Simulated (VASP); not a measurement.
A VASP calculation is set up with these files.

**KPOINTS**
```
K-points
0
G
 5 5 5
0 0 0
```

### POSCAR
```
FeGe
1.0
  4.4771975026   0.0000000000   0.0000000000
  0.0000000000   4.4771975026   0.0000000000
  0.0000000000   0.0000000000   4.4771975026
Fe Ge
4 4
Cartesian
  3.8645060020   2.8512902519   1.6259072507
  1.6259072507   3.8645060020   2.8512902519
  0.6126915006   0.6126915006   0.6126915006
  2.8512902519   1.6259072507   3.8645060020
  0.7188217571   1.5197769942   2.9574205084
  2.9574205084   0.7188217571   1.5197769942
  3.7583757455   3.7583757455   3.7583757455
  1.5197769942   2.9574205084   0.7188217571
```

INCAR:
```
# general
SYSTEM  = FeGe
PREC    = Accurate
ENCUT   = 500
LREAL   = .FALSE.
LASPH   = .TRUE.

# electronic loop
EDIFF   = 1E-6
NELM    = 100
ALGO    = Normal
LMAXMIX = 4

# smearing
ISMEAR  = 0
SIGMA   = 0.05

# ions
IBRION  = 2
NSW     = 40
ISIF    = 3
EDIFFG  = -0.02
PSTRESS = 100

# output
LWAVE   = .FALSE.
LCHARG  = .FALSE.
```

POTCAR, in this order: Fe Ge_d (LDA.64 set). Program: vasp_std.

### Question
Write an equivalent input for Ansatz.

### Answer
One equivalent input (not run):
Ansatz 0.2 input:
```yaml
crystal:
  lattice:
    - [4.4771975, 0.0000000, 0.0000000]
    - [0.0000000, 4.4771975, 0.0000000]
    - [0.0000000, 0.0000000, 4.4771975]
  atoms:
    - { symbol: Fe, position: [0.8631529, 0.6368471, 0.3631529] }
    - { symbol: Fe, position: [0.3631529, 0.8631529, 0.6368471] }
    - { symbol: Fe, position: [0.1368471, 0.1368471, 0.1368471] }
    - { symbol: Fe, position: [0.6368471, 0.3631529, 0.8631529] }
    - { symbol: Ge, position: [0.1605517, 0.3394483, 0.6605517] }
    - { symbol: Ge, position: [0.6605517, 0.1605517, 0.3394483] }
    - { symbol: Ge, position: [0.8394483, 0.8394483, 0.8394483] }
    - { symbol: Ge, position: [0.3394483, 0.6605517, 0.1605517] }
kpoints:
  mp_grid: { grid: [5, 5, 5] }
hamiltonian:
  xc: lda
  pseudopotentials: { kind: paw }
scf:
  occupations: { method: gaussian, width: 0.05 }
  max_iter: 100
relax:
  max_steps: 40
  f_tol: 0.02
  cell: { p_target: 10 }
output: { forces: true, stress: true, eigenvalues: true }
```
What does not carry over: each code has its own PAW files, so the cut-off isn't converted (ENCUT is set for VASP's; basis.ecutwfc is left out, and Ansatz then takes the one that its files recommend); Ansatz stops its SCF on the density residual and VASP on the energy change (EDIFF); Ansatz's lda is the Perdew-Wang form, while the LDA potentials of VASP carry Perdew-Zunger's.

The compound is FeGe in the B20 structure. It was relaxed first under an external pressure of 10 GPa.
